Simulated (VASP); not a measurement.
Input for VASP

### POSCAR
```
Sb
1
   -1.8665181296     1.8665181296     1.8665181296
    1.8665181296    -1.8665181296     1.8665181296
    1.8665181296     1.8665181296    -1.8665181296
Sb
1
Direct
  0.0000000000   0.0000000000   0.0000000000
```

KPOINTS:
```
kpoints
0
gamma
15 15 15
0 0 0
```

### INCAR
```
ALGO  =  Normal
EDIFF  =  1E-7
ENCUT  =  400
GGA  =  PS
ISIF  =  2
ISMEAR  =  -5
LASPH  =  .TRUE.
LCHARG  =  .TRUE.
LMAXMIX  =  4
LORBIT  =  11
LREAL  =  .FALSE.
LWAVE  =  .FALSE.
NEDOS  =  601
NELM  =  100
PREC  =  Accurate
SYSTEM  =  Sb
```

POTCAR, in this order: Sb (PBE.64 set). Program: vasp_std.

**Question.** Translate this PBEsol calculation to Ansatz.

**Answer.** One equivalent input (not run):
Ansatz 0.2 input:
```yaml
crystal:
  lattice:
    - [-1.8665181, 1.8665181, 1.8665181]
    - [1.8665181, -1.8665181, 1.8665181]
    - [1.8665181, 1.8665181, -1.8665181]
  atoms:
    - { symbol: Sb, position: [0.0000000, 0.0000000, 0.0000000] }
kpoints:
  mp_grid: { grid: [15, 15, 15] }
hamiltonian:
  xc: pbesol
  pseudopotentials: { kind: paw }
scf:
  occupations: { method: tetrahedron }
  max_iter: 100
output: { forces: true, stress: true, eigenvalues: true }
```
What does not carry over: each code has its own PAW files, so the cut-off isn't converted (ENCUT is set for VASP's; basis.ecutwfc is left out, and Ansatz then takes the one that its files recommend); Ansatz stops its SCF on the density residual and VASP on the energy change (EDIFF).

The structure was generated: Sb was put into the bcc type (Im-3m), which need not be its known phase. It was relaxed first, which changed the volume by -5 %.
